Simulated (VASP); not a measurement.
Input:

```xyz
4
Lattice="3.0887 0.0000 0.0000 -1.5444 2.6749 0.0000 0.0000 0.0000 9.7765" Properties=species:S:1:pos:R:3 pbc="T T T"
Zr     0.0000     0.0000     0.0000
Zr    -1.5444     2.6749     4.8882
Al     0.0000     1.7833     2.4441
Al     1.5444     0.8916     7.3324
```

Method: PBE GGA, VASP's PBE PAW potentials (set 64) (plane waves; VASP). Settings: 400 eV cut-off, 13×13×4 Γ-centred mesh, tetrahedra with Blöchl corrections, potentials Zr_sv Al.

Problem. What does the run give for the energy per atom (σ→0), band gap (on the k-mesh) with the smallest direct gap where there is one?

Solution. 
```yaml
band gap (on the k-mesh): none (metal, semimetal or under 0.01 eV)
energy per atom (σ→0): -6362 meV/atom
```

Total energies compare only between runs with the same potentials, cut-off and functional.

The structure was generated: ZrAl was put into the NiAs type type (P6_3/mmc), which need not be its known phase. It was relaxed first, which changed the volume by -36 %.
